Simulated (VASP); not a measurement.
These are PBEsol GGA, VASP's PBE PAW potentials (set 64) (plane waves; VASP) values and carry that method's errors.

VASP ran on this input.

KPOINTS:
```
k-points along high-symmetry lines
12
Line-mode
Reciprocal
  0.000000   0.000000   0.000000 ! GAMMA
  0.000000   0.000000  -0.500000 ! T

  0.000000   0.000000  -0.500000 ! T
 -0.328125   0.328125  -0.500000 ! H_2

 -0.343750   0.328125  -0.187500 ! H_0
  0.000000   0.500000   0.500000 ! L

  0.000000   0.500000   0.500000 ! L
  0.000000   0.000000   0.000000 ! GAMMA

  0.000000   0.000000   0.000000 ! GAMMA
 -0.335938   0.335938   0.000000 ! S_0

 -0.335937   0.328125  -0.343750 ! S_2
 -0.500000   0.000000  -1.000000 ! F

 -0.500000   0.000000  -1.000000 ! F
  0.000000   0.000000   0.000000 ! GAMMA
```

INCAR:
```
NELM = 100   # most electronic steps
LORBIT = 11
EDIFF = 1E-7   # SCF stop (eV)
SIGMA = 0.05
LCHARG = F
ALGO = Normal   # blocked Davidson
PREC = Accurate
LWAVE = F
GGA = PS   # PBEsol
SYSTEM = CdZn3Te4
ENCUT = 400   # plane-wave cut-off (eV)
LMAXMIX = 4
LASPH = T
LREAL = F
ICHARG = 11
ISMEAR = 0   # Gaussian
```

**POSCAR**
```
CdZn3Te4
1
    0.0000000000     3.0799649947     3.0799649947
    3.0799649947     0.0000000000     3.0799649947
   12.3575840200    12.3575840200    -0.0377240412
Zn Te Cd
3 4 1
Direct
  0.9883990039   0.9883990039   0.0087007471
  0.9995617779   0.9995617779   0.2503286665
  0.0096787772   0.0096787772   0.4927409171
  0.2442774189   0.2442774189   0.0667919358
  0.2548733767   0.2548733767   0.3088449674
  0.2652190619   0.2652190619   0.5510857036
  0.2330589680   0.2330589680   0.8252057740
  0.0049316153   0.0049316153   0.7463012885
```

POTCAR, in this order: Zn Te Cd (PBE.64 set). Program: vasp_std. Read from the step before: CHGCAR.

Output of the run:

**OSZICAR**
```
       N       E                     dE             d eps       ncg     rms          rms(c)
DAV:   1     0.459695278343E+03    0.45970E+03   -0.27710E+04  7224   0.142E+03
DAV:   2     0.274039421126E+02   -0.43229E+03   -0.42203E+03  7466   0.348E+02
DAV:   3    -0.168707437067E+02   -0.44275E+02   -0.43106E+02  8337   0.114E+02
DAV:   4    -0.182526781614E+02   -0.13819E+01   -0.13770E+01  8303   0.186E+01
DAV:   5    -0.182835781130E+02   -0.30900E-01   -0.30890E-01  9200   0.256E+00
DAV:   6    -0.182840691953E+02   -0.49108E-03   -0.49100E-03  8338   0.333E-01
DAV:   7    -0.182840889511E+02   -0.19756E-04   -0.19754E-04  9550   0.605E-02
DAV:   8    -0.182840896972E+02   -0.74616E-06   -0.74611E-06  7813   0.103E-02
DAV:   9    -0.182840897384E+02   -0.41146E-07   -0.41072E-07  6970   0.231E-03
   1 F= -.18284090E+02 E0= -.18284090E+02  d E =-.444313E-13
```

OUTCAR:
```
 val. band max:        3.0989105585   @ k =   0.0000   0.0000   0.0000

 cond. band min:       3.9746270474   @ k =   0.0000   0.0000   0.0000



 k-point     1 :       0.0000    0.0000    0.0000
  band No.  band energies     occupation
      1      -8.8099      2.00000
      2      -8.4942      2.00000
      3      -8.3011      2.00000
      4      -7.9555      2.00000
      5      -5.3009      2.00000
      6      -5.3009      2.00000
      7      -5.1719      2.00000
      8      -5.0610      2.00000
      9      -5.0610      2.00000
     10      -3.9675      2.00000
     11      -3.9675      2.00000
     12      -3.9518      2.00000
     13      -3.9446      2.00000
     14      -3.9446      2.00000
     15      -3.9232      2.00000
     16      -3.9232      2.00000
     17      -3.9019      2.00000
     18      -3.7556      2.00000
     19      -3.7556      2.00000
     20      -3.7406      2.00000
     21      -3.7406      2.00000
     22      -3.7353      2.00000
     23      -3.7353      2.00000
     24      -3.6534      2.00000
     25      -2.1443      2.00000
     26      -0.1820      2.00000
     27      -0.0878      2.00000
     28       2.0040      2.00000
     29       2.0041      2.00000
     30       2.3388      2.00000
     31       2.3388      2.00000
     32       2.5774      2.00000
     33       2.5774      2.00000
     34       2.9263      2.00000
     35       3.0989      2.00000
     36       3.0989      2.00000
     37       3.9746      0.00000
     38       4.5434      0.00000
     39       4.7881      0.00000
     40       5.4623      0.00000
     41       7.3179      0.00000
     42       7.3180      0.00000
     43       7.3259      0.00000

 k-point     2 :       0.0000    0.0000   -0.0455
  band No.  band energies     occupation
      1      -8.8094      2.00000
      2      -8.4971      2.00000
      3      -8.2978      2.00000
      4      -7.9564      2.00000
      5      -5.3009      2.00000
      6      -5.3009      2.00000
...
```

The density is held fixed in this step, so its total energy and stress have no physical meaning. Unless said otherwise, spin-orbit coupling is left out, though it shifts the bands of the heavy elements here.

The structure was generated: CdZn3Te4 was put into an ordered model structure (R3m), which need not be its known phase. It was relaxed first.
